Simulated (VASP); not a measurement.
A run of VASP 6.6.1:

File INCAR:

```
SYSTEM = Cs2ReSe6
ALGO     = Fast           ! electronic algorithm
EDIFF    = 1E-6           ! SCF threshold, eV
ENCUT    = 520            ! plane-wave cutoff, eV
GGA      = PE             ! functional
ISIF     = 2              ! what is computed and relaxed
ISMEAR   = 0              ! smearing method
LASPH    = .TRUE.         ! aspherical terms in the spheres
LCHARG   = .FALSE.        ! write CHGCAR
LREAL    = .FALSE.        ! projectors in reciprocal space
LWAVE    = .FALSE.        ! write WAVECAR
NBANDS   = 40             ! bands
NELM     = 100            ! most SCF steps
PREC     = Accurate       ! precision mode
SIGMA    = 0.0249         ! smearing width, eV
```

Contents of KPOINTS:

```
k-points
0
G
  6 6 6
  0 0 0
```

Contents of POSCAR:

```
Cs2ReSe6
1.0
    0.0000000000      5.1798350000      5.1798350000
    5.1798350000      0.0000000000      5.1798350000
    5.1798350000      5.1798350000      0.0000000000
Cs Se Re
2 6 1
Direct
    0.2500000000      0.2500000000      0.2500000000
    0.7500000000      0.7500000000      0.7500000000
    0.7698000000      0.2302000000      0.2302000000
    0.2302000000      0.7698000000      0.2302000000
    0.2302000000      0.7698000000      0.7698000000
    0.7698000000      0.2302000000      0.7698000000
    0.2302000000      0.2302000000      0.7698000000
    0.7698000000      0.7698000000      0.2302000000
    0.0000000000      0.0000000000      0.0000000000
```

Potentials or basis: VASP PAW PBE potentials, release 64 (Cs_sv, Se, Re).

Launch:

```bash
$ cat potpaw_PBE.64/Cs_sv/POTCAR potpaw_PBE.64/Se/POTCAR potpaw_PBE.64/Re/POTCAR > POTCAR
$ mpirun -np 1 vasp_std > vasp.out
```

Hardware: 1 thread of Intel(R) Xeon(R) Platinum 8488C (Sapphire Rapids), on a shared host.

Estimate the wall time of this run.

Run time: 9.4 min on 1 thread of Intel(R) Xeon(R) Platinum 8488C (Sapphire Rapids), on a shared host, peak memory 0.49 GiB. Counts: scf iterations 17, k points 16.
